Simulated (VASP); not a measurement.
## MgCdS2: equation of state with PBEsol

Crystal: MgCdS2.

```xyz
4
Lattice="3.8077 0.0000 0.0000 0.0000 3.8077 0.0000 0.0000 0.0000 5.3857" Properties=species:S:1:pos:R:3 pbc="T T T"
Cd    0.0000    0.0000    0.0000
S     1.9038    1.9038    0.0000
S     0.0000    0.0000    2.6929
Mg    1.9038    1.9038    2.6929
```

The cell comes from a database or a generator and needn't be the stable form of this composition.

```json
{"Program": "VASP 6.6.1", "Task": "equation of state", "Functional": "PBEsol", "Potentials or basis": "VASP PAW PBE potentials, release 64 (Cd, S, Mg)", "Cutoff": "520 eV", "k mesh": "7 × 7 × 5", "Occupations": "fermi-dirac, width 0.05 eV", "Spin": "no spin polarisation", "Ladder": "free", "Further INCAR settings": "ALGO = Normal; EDIFF = 1e-07; NBANDS = 21"}
```

| Quantity | Value |
| --- | --- |
| Equilibrium volume | 18.77 Å³/atom |
| Bulk modulus at fixed shape and positions | 82 GPa |
| Pressure derivative of the bulk modulus | 4.5 |

Energy against volume, from the lowest point:
```csv
volume (Å³/atom),energy (meV/atom)
18.350,2.52
18.740,0.00
19.131,1.68
19.521,7.10
19.911,15.88
20.302,27.62
20.692,42.03
```

All runs of the series together: 4.1 min on 1 thread of Intel(R) Xeon(R) Platinum 8488C (Sapphire Rapids) (shared host).

Caveat: the cell was scaled at fixed shape and fractional positions, which overstates the stiffness of a crystal with free parameters, most of all of layers and chains; the PAW data sets were made with another functional, which shifts forces and pressure a little.
